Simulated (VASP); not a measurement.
Data:

```yaml
crystal:
  lattice:
    - [0.00000, 3.34679, 3.34679]
    - [3.34679, 0.00000, 3.34679]
    - [3.34679, 3.34679, 0.00000]
  atoms:
    - { symbol: In, position: [0.00000, 0.00000, 0.00000] }
    - { symbol: Sb, position: [0.25000, 0.25000, 0.25000] }
```

Level of theory: PBE GGA, VASP's PBE PAW potentials (set 64) (plane waves; VASP 6.6.1). Numerical set-up: 300 eV cut-off, 9×9×9 Γ-centred mesh, Fermi-Dirac smearing of 0.10 eV, potentials In_d Sb.

At this cut-off the stress carries a Pulay error, which pulls relaxed volumes low. Unless said otherwise, spin-orbit coupling is left out, though it shifts the bands of the heavy elements here.

### Question
Estimate the energy per atom (σ→0), pressure, band gap (on the k-mesh) with the smallest direct gap where there is one.

### Answer

The band gap (on the k-mesh) comes out as none (metal, semimetal or under 0.01 eV), the energy per atom (σ→0) is -3.472 eV/atom and the pressure is -1.08 GPa.

The absolute energy has meaning only against runs of the same code, potentials and settings.

The structure comes from a computed database's InSb entry; how it stands against other phases isn't given here. The cell was not relaxed at this level.
